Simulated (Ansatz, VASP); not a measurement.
**Cross-check of NaSrCeSbO6 between VASP and Ansatz**

Aim: how closely do two programs agree when they are given the same cell, functional and k mesh? The cell is taken from a series of runs on this material, whose earlier steps may have relaxed, scaled, displaced or heated it; both programs get it as it stands.

Program: Ansatz 0.2.0. Level of theory: plane waves, with VASP 6.6.1 beside it; dielectric response at PBE. Results are calculated unless marked as measured.

## (1) Set-up

It takes space group F-43m (No. 216, cubic). Conventional cell: a = 8.420 Å, b = 8.420 Å, c = 8.420 Å, α = 90.00°, β = 90.00°, γ = 90.00°. Na has 12 O at 2.98 Å nearest. Nearest to Sr lie 12 O at 2.98 Å. Nearest to Ce lie 6 O at 2.21 Å. Nearest to Sb lie 6 O at 2.00 Å. Nearest to O lie 1 Sb at 2.00 Å and 1 Ce at 2.21 Å and 2 Sr at 2.98 Å and 2 Na at 2.98 Å. Farther neighbours and most contacts between anions are not listed.

## (2) Ansatz: dielectric response, PBE

Ansatz runs on its PAW soft_1 files.

The response to a field tests empty states and converges slowly with the mesh.

input.yaml

```yaml
crystal:
  lattice:
    - [0.0, 4.20998119, 4.20998119]
    - [4.20998119, 0.0, 4.20998119]
    - [4.20998119, 4.20998119, 0.0]
  atoms:
    - { symbol: Na, position: [0.75, 0.75, 0.75] }
    - { symbol: Sr, position: [0.25, 0.25, 0.25] }
    - { symbol: Ce, position: [0.0, 0.0, 0.0] }
    - { symbol: Sb, position: [0.5, 0.5, 0.5] }
    - { symbol: O, position: [0.73748545, 0.26251455, 0.26251455] }
    - { symbol: O, position: [0.26251455, 0.73748545, 0.73748545] }
    - { symbol: O, position: [0.73748545, 0.73748545, 0.26251455] }
    - { symbol: O, position: [0.26251455, 0.26251455, 0.73748545] }
    - { symbol: O, position: [0.26251455, 0.73748545, 0.26251455] }
    - { symbol: O, position: [0.73748545, 0.26251455, 0.73748545] }
kpoints:
  mp_grid: { grid: [4, 4, 4] }
hamiltonian:
  xc: pbe
  pseudopotentials: { kind: paw, azcp: { folder: soft_1 } }
scf:
  occupations: { method: fixed }
dielectric: {}
```

Command:

```
> ansatz run input.yaml --threads 2 --pin off --max-ram 92160MiB --backend cuda --events-out ev --progress --plain --runs-dir out --devices 1 --max-vram 13GiB
```

Numbers of over 12 decimals in the logs are rounded to 6 here.

Output:

```text
GPUs: using 1 of 1 available (devices: 1).
Engine: ansatz 0.2.0, x86_64-unknown-linux-gnu
Pseudopotentials: kind: paw
Pseudopotential: Na, paw, valence charge 9, recommended cutoff 420 eV (normal), soft_1/Na.paw.azcp
Pseudopotential: Sr, paw, valence charge 10, recommended cutoff 420 eV (normal), soft_1/Sr.paw.azcp
Pseudopotential: Ce, paw, valence charge 12, recommended cutoff 420 eV (normal), soft_1/Ce.paw.azcp
Pseudopotential: Sb, paw, valence charge 15, recommended cutoff 420 eV (normal), soft_1/Sb.paw.azcp
Pseudopotential: O, paw, valence charge 6, recommended cutoff 420 eV (normal), soft_1/O.paw.azcp
Functional definition: PBE
  parameter kappa = 0.804
  parameter beta = 0.066725
  exchange = pbe_x(kappa = kappa, mu = beta*pi^2/3)
  correlation = pbe_c(beta = beta)
device memory: the entry about to start is reckoned to put 2.1 GiB on a device that reports 43.6 GiB free (of which the cap on the GPU budget leaves the run 13.0 GiB)
GPU FFT provider: cuFFT
GPU libraries: cuBLAS 13.8.2, cuFFT 12.4.0, cuSOLVER 12.3.4
Crystal: 10 atoms, lattice volume = 149.235 Å³
Basis set: ecut = 420 eV, 2891 PW (Γ), exchange–correlation on 80×80×80 points (8 copies of the dense FFT grid, shifted against one another)
Bands: 51, of which v1, the nominal top of the filled ones, is band 41 counted from 1 (40 counted from 0)
Symmetry: 24 space group operations
k-points: 18 of 64 (irreducible under 4 space group operations, time reversal used)
Non-local potential: Na, projectors of the file, l = 0: 3, l = 1: 2, l = 2: 1
Non-local potential: Sr, projectors of the file, l = 0: 3, l = 1: 2, l = 2: 2
Non-local potential: Ce, projectors of the file, l = 0: 3, l = 1: 2, l = 2: 2, l = 3: 3
Non-local potential: Sb, projectors of the file, l = 0: 2, l = 1: 2, l = 2: 2, l = 3: 1
Non-local potential: O, projectors of the file, l = 0: 2, l = 1: 2, l = 2: 1
PAW form: soft (Blöchl's): semilocal exchange-correlation on the pseudo side does not see the compensation charge
PAW one-centre angular grid: Na, 110 points (default); XC on 64 Gauss nodes
PAW one-centre angular grid: Sr, 110 points (default); XC on 64 Gauss nodes
PAW one-centre angular grid: Ce, 590 points (default); XC on 64 Gauss nodes
PAW one-centre angular grid: Sb, 590 points (default); XC on 64 Gauss nodes
PAW one-centre angular grid: O, 110 points (default); XC on 64 Gauss nodes
Initial density: superposition of atomic densities (chi_scale 0.1, normalization cell, long waves kept (reshape's long-wave potential 0.01 eV rms))
Initial wavefunctions: pseudopotential atomic-orbital guess
GPU buffer pool allocated for 64000 grid points (all kernels)
GPU transforms: local potential and band sums: pruned to the plane-wave sphere, on 40×40×40
Functional: x = pbe(κ = 0.804, μ = 0.219515), c = pbe(β = 0.066725)
SCF iter   1: F=—  HF=-21510.296974 eV  |F-HF|=—  |Δ(HF+E_count)|=         —  Δρ=1.95e-1  dr2=1.10e2  ethr=3.10e-3  ⟨swp⟩=4.8  Hψ=3275  notcnv=0  defer=126
preconditioner: auto → Resta (q_TF=auto, 2.469 Å⁻¹)  ε∞=4.8  [insulator: Δε(μ)=0.000 eV  Ē_g=13.548 eV  n_scr=26 (ndim 8)  ℏωp=26.5 eV  f_vac=0.000  ε∞_Penn≈4.8]
SCF iter   2: F=—  HF=-21521.554734 eV  |F-HF|=—  |Δ(HF+E_count)|=    1.13e1  Δρ=1.60e-1  dr2=4.23e1  ethr=3.10e-3  ⟨swp⟩=5.9  Hψ=3422  notcnv=0  defer=133
SCF iter   3: F=—  HF=-21509.763564 eV  |F-HF|=—  |Δ(HF+E_count)|=    1.18e1  Δρ=9.31e-2  dr2=1.48e1  ethr=3.10e-3  ⟨swp⟩=3.5  Hψ=2041  notcnv=0  defer=108
SCF iter   4: F=—  HF=-21504.506493 eV  |F-HF|=—  |Δ(HF+E_count)|=    5.26e0  Δρ=2.39e-2  dr2=1.82e0  ethr=3.10e-3  ⟨swp⟩=4.5  Hψ=2721  notcnv=0  defer=76
SCF iter   5: F=—  HF=-21504.883264 eV  |F-HF|=—  |Δ(HF+E_count)|=   3.77e-1  Δρ=6.36e-2  dr2=9.11e0  ethr=2.22e-3  ⟨swp⟩=2.0  Hψ=1315  notcnv=0  defer=54  recentre
SCF iter   6: F=—  HF=-21504.932135 eV  |F-HF|=—  |Δ(HF+E_count)|=   4.89e-2  Δρ=3.70e-2  dr2=2.86e0  ethr=2.22e-3  ⟨swp⟩=4.6  Hψ=2120  notcnv=0  defer=90
SCF iter   7: F=—  HF=-21504.550363 eV  |F-HF|=—  |Δ(HF+E_count)|=   3.82e-1  Δρ=2.56e-2  dr2=1.39e0  ethr=2.22e-3  ⟨swp⟩=3.2  Hψ=1067  notcnv=0  defer=79
SCF iter   8: F=—  HF=-21504.311767 eV  |F-HF|=—  |Δ(HF+E_count)|=   2.39e-1  Δρ=8.53e-3  dr2=1.54e-1  ethr=1.69e-3  ⟨swp⟩=2.7  Hψ=1100  notcnv=0  defer=102
SCF iter   9: F=—  HF=-21504.291003 eV  |F-HF|=—  |Δ(HF+E_count)|=   2.08e-2  Δρ=1.35e-3  dr2=3.74e-3  ethr=1.88e-4  ⟨swp⟩=2.3  Hψ=1041  notcnv=0  defer=113
SCF iter  10: F=—  HF=-21504.290877 eV  |F-HF|=—  |Δ(HF+E_count)|=   1.26e-4  Δρ=3.62e-4  dr2=2.48e-4  ethr=4.56e-6  ⟨swp⟩=2.3  Hψ=1656  notcnv=0  defer=134
[...]
SCF iter  14: F=—  HF=-21504.290763 eV  |F-HF|=—  |Δ(HF+E_count)|=   1.93e-8  Δρ=6.79e-6  dr2=8.35e-8  ethr=3.99e-10  ⟨swp⟩=2.5  Hψ=1356  notcnv=0  defer=50
SCF iter  15: F=—  HF=-21504.290763 eV  |F-HF|=—  |Δ(HF+E_count)|=   1.16e-8  Δρ=1.91e-6  dr2=6.27e-9  ethr=1.02e-10  ⟨swp⟩=1.3  Hψ=876  notcnv=0  defer=50
SCF iter  16: F=—  HF=-21504.290763 eV  |F-HF|=—  |Δ(HF+E_count)|=  6.58e-10  Δρ=3.37e-7  dr2=2.66e-10  ethr=7.65e-12  ⟨swp⟩=1.9  Hψ=1021  notcnv=0  defer=50
SCF iter  17: F=-21504.290763 eV  HF=-21504.290763 eV  |F-HF|=0.00e0  |Δ(HF+E_count)|=  6.55e-11  Δρ=4.28e-8  dr2=4.03e-12  ethr=1.00e-12  ⟨swp⟩=14.6  Hψ=4385  notcnv=0
SCF 1 converged in 17 iterations: F = -21504.290763 eV  dr2 = 4.03e-12
[...]
device memory: the entry about to start is reckoned to put 1.4 GiB (of the 1.5 GiB reckoned in all, the device holds 0.1 GiB already) on a device that reports 39.2 GiB free (of which the cap on the GPU budget leaves the run 12.9 GiB)
DFPT response loops at Γ: preconditioner auto → Resta (q_TF=auto, 2.469 Å⁻¹)  ε∞=5.5 (no band partly filled); β = 1.00, the filter's whole step (`scf.mixing.beta` (0.50) is not read by the response loops at its default; to damp them type it under 1.00, their step now; it binds the ground state too); Broyden in place of MSR1
── the response to a field inside a basis, on 4×4×4 k-points: an SCF that follows is theirs, and a resumed run solves both again ──
device memory: the entry about to start is reckoned to put 0.3 GiB on a device that reports 40.9 GiB free (of which the cap on the GPU budget leaves the run 12.9 GiB)
GPU FFT provider: cuFFT
GPU libraries: cuBLAS 13.8.2, cuFFT 12.4.0, cuSOLVER 12.3.4
Bands: 42, of which v1, the nominal top of the filled ones, is band 41 counted from 1 (40 counted from 0)
k-points: 10 of 64 (irreducible under 6 space group operations, time reversal used)
Initial density: handed on by an earlier stage of this run
Initial wavefunctions: pseudopotential atomic-orbital guess (no wavefunctions were taken with the density)
GPU buffer pool allocated for 64000 grid points (all kernels)
GPU transforms: band sums: pruned to the plane-wave sphere, on 40×40×40
Eigensolver: Dense (10 Hₖ)
SCF iter   1: F=—  HF=-21503.833585 eV  |F-HF|=—  |Δ(HF+E_count)|=         —  Δρ=6.18e-4  dr2=1.86e-4  ethr=1.00e-1
preconditioner: auto → Resta (q_TF=auto, 2.469 Å⁻¹)  ε∞=6.0  [insulator: Δε(μ)=2.097 eV  Ē_g=11.045 eV  n_scr=26 (ndim 8)  ℏωp=24.7 eV  f_vac=0.035  ε∞_Penn≈6.0]
SCF iter   2: F=—  HF=-21503.833688 eV  |F-HF|=—  |Δ(HF+E_count)|=   1.02e-4  Δρ=4.45e-4  dr2=1.86e-4  ethr=2.27e-7
SCF iter   3: F=—  HF=-21503.833747 eV  |F-HF|=—  |Δ(HF+E_count)|=   5.93e-5  Δρ=3.10e-4  dr2=2.03e-4  ethr=2.27e-7
SCF iter   4: F=—  HF=-21503.833727 eV  |F-HF|=—  |Δ(HF+E_count)|=   1.94e-5  Δρ=4.41e-5  dr2=2.82e-6  ethr=2.27e-7
SCF iter   5: F=—  HF=-21503.833728 eV  |F-HF|=—  |Δ(HF+E_count)|=   1.06e-6  Δρ=2.89e-5  dr2=1.75e-6  ethr=3.43e-9
SCF iter   6: F=-21503.833728 eV  HF=-21503.833728 eV  |F-HF|=1.49e-8  |Δ(HF+E_count)|=   5.41e-9  Δρ=6.48e-6  dr2=8.88e-8  ethr=2.14e-9
SCF 1 converged in 6 iterations: F = -21503.833728 eV  dr2 = 8.88e-8
device memory: the entry about to start is reckoned to put 0.1 GiB on a device that reports 40.8 GiB free (of which the cap on the GPU budget leaves the run 12.9 GiB)
device memory: the entry about to start is reckoned to put 1.7 GiB on a device that reports 40.7 GiB free (of which the cap on the GPU budget leaves the run 12.8 GiB)
DFPT response loops at Γ: preconditioner auto → Resta (q_TF=auto, 2.469 Å⁻¹)  ε∞=5.3 (no band partly filled); β = 1.00, the filter's whole step (`scf.mixing.beta` (0.50) is not read by the response loops at its default; to damp them type it under 1.00, their step now; it binds the ground state too); Broyden in place of MSR1
SCF converged after 17 iterations
Free energy (F): -21504.290763 eV
Harris-Foulkes:  -21504.290763 eV  (|F-HF|=0.00e0)
Internal energy: -21504.290763 eV  (E = F + TS)
E sigma→0 (E₀):  -21504.290763 eV
Fermi energy:    7.378706 eV
--- Per-component energies (eV) ---
  E_band       = -500.864655
  E_kinetic    = 1763.246476
  E_local      = -6256.417233  (includes V_loc(G=0)·N_el)
  E_nonlocal   = 1316.527551
  E_hartree    = 2270.540136
  E_xc         = -890.453178
  E_vxc        = -1018.557514  (∫ρ·V_xc dr)
  E_paw        = -14082.048730  (= ΣΔE_a)
  E_vpaw       = -846.748892  (= ΣTr[D̂ρ^β])
  E_aug_tail   = 0.004744  (compensation charges beyond the density's cutoff)
  E_ewald      = -5625.690528
  E_smearing   = -0.000000  (= −TS)
  E_closure    = 0.000000  (closes the sum)
  Σ components = -21504.290763   (vs F -21504.290763, Δ=0.00e0)
--- Band table (eV; the first three rows and the last of 18) ---
  k-point 0: bands = [... 37 lower, 6.2777, 7.3787, 7.3787, 7.3787, 9.3765, 9.6844, 9.6844, 9.6844, ... 6 higher]
  k-point 1: bands = [... 37 lower, 6.4064, 7.1847, 7.1847, 7.1991, 9.3839, 9.6591, 9.6591, 9.7194, ... 6 higher]
  k-point 2: bands = [... 37 lower, 6.6509, 6.9066, 6.9536, 6.9536, 9.3899, 9.5810, 9.6392, 9.6392, ... 6 higher]
  k-point 17: bands = [... 37 lower, 6.2470, 6.3058, 6.9006, 7.0548, 9.3948, 9.6274, 9.6620, 9.6645, ... 6 higher]
--- Dielectric response (ions clamped): 3 representative field directions + reference, inside a basis on a mesh of 64 k-points (Σ response iterations 18) ---
  ε∞ (high-frequency dielectric tensor):
        4.593339    -0.000000     0.000000
       -0.000000     4.593339     0.000000
        0.000000     0.000000     4.593339
  Born effective charges Z* (e; rows j = field, columns β = displacement):
    site 0:
         1.19482    0.00000   -0.00000
         0.00000    1.19482    0.00000
         0.00000    0.00000    1.19482
    site 1:
         2.58294    0.00000    0.00000
         0.00000    2.58294    0.00000
         0.00000    0.00000    2.58294
    site 2:
         5.25023    0.00000   -0.00000
        -0.00000    5.25023    0.00000
         0.00000    0.00000    5.25023
    site 3:
         5.99769    0.00000    0.00000
        -0.00000    5.99769    0.00000
         0.00000    0.00000    5.99769
    site 4:
        -4.24524    0.00000    0.00000
         0.00000   -1.63380   -0.19606
         0.00000   -0.19606   -1.63380
    site 5:
        -4.24524    0.00000   -0.00000
         0.00000   -1.63380    0.19606
         0.00000    0.19606   -1.63380
    site 6:
        -1.63380    0.19606    0.00000
         0.19606   -1.63380   -0.00000
         0.00000   -0.00000   -4.24524
    site 7:
        -1.63380   -0.19606   -0.00000
        -0.19606   -1.63380   -0.00000
         0.00000   -0.00000   -4.24524
    site 8:
        -1.63380   -0.00000   -0.19606
        -0.00000   -4.24524   -0.00000
        -0.19606   -0.00000   -1.63380
    site 9:
        -1.63380    0.00000    0.19606
         0.00000   -4.24524   -0.00000
         0.19606    0.00000   -1.63380
  Z* charge neutrality: 3.048e-3 e pre-enforcement
  solved inside a basis spanned on kpoints, on 4×4×4 k-points, its susceptibility summed on 8×8×8: ε∞ is read to err by 2.8e-2, Z* by 2.1e-2 e (field_mesh: kpoints solves on kpoints); Z* is corrected for what the basis lacks
```

[end of part 1 of 2]

[Lines on the potential files, build, host, timing and source positions are cut from VASP's logs without a mark.]

[Logs are printed without paths, hosts, clocks, repeated set-up lines and the standing remarks that a program may print on its own settings, such as how far it seeks lower states.]

[Hosts, paths, dates, database ids (printed as entryN), source tags and the programs' standing remarks are cut or masked in the printed files.]
